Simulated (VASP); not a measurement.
Data:

```
CELL_PARAMETERS angstrom
      0.00000     3.10113     3.10113
      3.10113     0.00000     3.10113
      3.10113     3.10113     0.00000
ATOMIC_POSITIONS crystal
  Cd 0.00000 0.00000 0.00000
  Se 0.25000 0.25000 0.25000
```

All values below come from PW91 GGA, VASP's PBE PAW potentials (set 64) (plane waves; VASP). Run with 520 eV cut-off, Gaussian smearing of 0.050 eV, potentials Cd Se.

Question: Give the energies of bands 7 to 11 at the high-symmetry points, in eV from the valence-band maximum.

Answer: 
| band | Γ | X | U | L | W |
|---|---|---|---|---|---|
| 7 | 0.00 | -3.83 | -3.75 | -4.06 | -3.72 |
| 8 | 0.00 | -1.66 | -2.28 | -0.67 | -2.03 |
| 9 | 0.00 | -1.66 | -1.36 | -0.67 | -1.98 |
| 10 | 0.47 | 3.23 | 3.69 | 2.30 | 4.77 |
| 11 | 5.91 | 3.68 | 5.02 | 6.41 | 5.21 |

The gap is direct, 0.47 eV, from the valence maximum at Γ to the conduction minimum at Γ.

The compound is CdSe in the zinc blende structure, whereas wurtzite is the usual form. It was relaxed first, which changed the volume by +8 %.
